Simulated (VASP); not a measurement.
Here is the system:

```
Pb
1.0
    0.00000     2.41350     2.41350
    2.41350     0.00000     2.41350
    2.41350     2.41350     0.00000
Pb
1
Direct
  0.00000   0.00000   0.00000
```

The numbers are results of PBEsol GGA, VASP's PBE PAW potentials (set 64) (plane waves; VASP), not measurements. Settings: 520 eV cut-off, 13×13×13 Γ-centred mesh, first-order Methfessel-Paxton smearing of 0.10 eV, potentials Pb_d.

Problem. Give the stress tensor in GPa (positive for a compressed cell).

Solution. 
```
3.49  0.00  0.00
0.00  3.49  0.00
0.00  0.00  3.49
```
The pressure is its mean diagonal, 3.49 GPa.

The compound is Pb in the fcc structure. This cell is one point of a volume scan, at 0.94 of the reference volume.
